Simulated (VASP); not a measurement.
VASP input:

### POSCAR
```
LiF
1
    0.0000000000     1.8459330204     1.8459330204
    1.8459330204     0.0000000000     1.8459330204
    1.8459330204     1.8459330204     0.0000000000
Li F
1 1
Direct
  0.0000000000   0.0000000000   0.0000000000
  0.5000000000   0.5000000000   0.5000000000
```

### KPOINTS
```
Regular mesh
0
gamma
10 10 10
0 0 0
```

### INCAR
```
ALGO = Normal
EDIFF = 1E-7
EDIFFG = -0.01
ENCUT = 600
GGA = PS
IBRION = 2
ISIF = 3
ISMEAR = 0
LASPH = T
LCHARG = F
LREAL = F
LWAVE = F
NELM = 100
NSW = 40
PREC = Accurate
PSTRESS = 300
SIGMA = 0.05
SYSTEM = LiF
```

POTCAR, in this order: Li_sv F (PBE.64 set). Program: vasp_std.

Task: Translate this PBEsol calculation to Ansatz.

Result: One equivalent input (not run):
Ansatz 0.2 input:
```yaml
crystal:
  lattice:
    - [0.0000000, 1.8459330, 1.8459330]
    - [1.8459330, 0.0000000, 1.8459330]
    - [1.8459330, 1.8459330, 0.0000000]
  atoms:
    - { symbol: Li, position: [0.0000000, 0.0000000, 0.0000000] }
    - { symbol: F, position: [0.5000000, 0.5000000, 0.5000000] }
kpoints:
  mp_grid: { grid: [10, 10, 10] }
hamiltonian:
  xc: pbesol
  pseudopotentials: { kind: paw }
scf:
  occupations: { method: gaussian, width: 0.05 }
  max_iter: 100
relax:
  max_steps: 40
  f_tol: 0.01
  cell: { p_target: 30 }
output: { forces: true, stress: true, eigenvalues: true }
```
The two are equivalent in intent, not identical: each code has its own PAW files, so the cut-off isn't converted (ENCUT is set for VASP's; basis.ecutwfc is left out, and Ansatz then takes the one that its files recommend); Ansatz stops its SCF on the density residual and VASP on the energy change (EDIFF).

The compound is LiF in the rock salt structure. It was relaxed first under an external pressure of 30 GPa.
